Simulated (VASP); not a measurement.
OsH2 and the effect of the strain (εxx = s, εyy = s)

```
H Os
1.0
     2.49177    0.00000    0.00000
     0.00000    2.49177    0.00000
     0.00000    0.00000    4.60226
H Os
2 1
Direct
  0.50000 0.50000 0.39504
  0.50000 0.50000 0.60496
  0.50000 0.50000 0.00000
```

The cell comes from a database or a generator and needn't be the stable form of this composition.

Kept alike: task relaxation of the atoms; functional PBE; k mesh 11 × 11 × 6; occupations fermi-dirac, width 0.05 eV; no spin polarisation. Program: VASP, PBE PAW files H, Os, 520 eV. The mesh is that of the run's cell of 3 atoms. No spin-orbit coupling.

| s | free energy over the lowest row (meV/atom) |
| --- | --- |
| -0.04 | 60.51 |
| -0.02 | 14.65 |
| -0.01 | 3.82 |
| 0 | 0.00 |
| 0.01 | 2.44 |
| 0.02 | 10.51 |
| 0.04 | 41.12 |

The cell shown is the unstrained one; x, y and z are its Cartesian axes. For a metal such a mesh leaves the last digits unconverged.

Q: What does the strain (εxx = s, εyy = s) change here?

A: The free energy is lowest at 0, and 60.51 meV an atom higher at -0.04.
